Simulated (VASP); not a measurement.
The system is KAl.

```xyz
2
Lattice="4.1269 0.0000 0.0000 0.0000 4.1269 0.0000 0.0000 0.0000 4.1269" Properties=species:S:1:pos:R:3 pbc="T T T"
K     2.0635    2.0635    2.0635
Al    0.0000    0.0000    0.0000
```

The cell was built by a generator and needn't be a form met in nature.

Program: VASP 6.6.1. Alike in all runs: task band structure; potentials or basis VASP PAW PBE potentials, release 64 (K_sv, Al); no spin polarisation; cell as given; k mesh 7 × 7 × 7; cutoff (eV) 520; smearing fermi-dirac 0.05 eV. Hardware: 1 thread of Intel(R) Xeon(R) Platinum 8559C (Emerald Rapids) (shared host).

Order these runs on this cell by their wall time, lowest first.
A. level PBE
B. level SCAN
C. level TB-mBJ

A (17 s), C (36 s), B (75 s).
